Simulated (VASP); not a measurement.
Data:

```
CELL_PARAMETERS angstrom
      3.29954     0.00000     0.00000
      0.00000     3.29954     0.00000
      0.00000     0.00000     3.29954
ATOMIC_POSITIONS crystal
  Ru 0.00000 0.00000 0.00000
  Te 0.50000 0.50000 0.50000
```

All values below come from r2SCAN meta-GGA, VASP's PBE PAW potentials (set 64) (plane waves; VASP). Numerical set-up: 400 eV cut-off, 12×12×12 Γ-centred mesh, tetrahedra with Blöchl corrections, potentials Ru_pv Te.

Task: Give the energies of bands 5 to 13 at the high-symmetry points, in eV from the Fermi level.

Result: 
| band | Γ | X | M | R |
|---|---|---|---|---|
| 5 | -3.69 | -8.75 | -6.24 | -7.10 |
| 6 | -3.69 | -3.62 | -6.24 | -7.10 |
| 7 | -1.03 | -3.62 | -3.57 | -7.10 |
| 8 | -1.03 | -3.16 | -2.00 | 0.07 |
| 9 | -1.03 | -0.96 | -2.00 | 0.07 |
| 10 | -1.01 | 0.06 | -0.16 | 1.85 |
| 11 | -1.01 | 4.10 | 0.01 | 1.85 |
| 12 | -1.01 | 4.10 | 1.51 | 1.85 |
| 13 | 4.55 | 5.63 | 2.43 | 2.92 |

It has no gap at this level: it comes out as a metal or semimetal.

The structure was generated: RuTe was put into the CsCl type type (Pm-3m), which need not be its known phase. It was relaxed first, which changed the volume by -29 %.
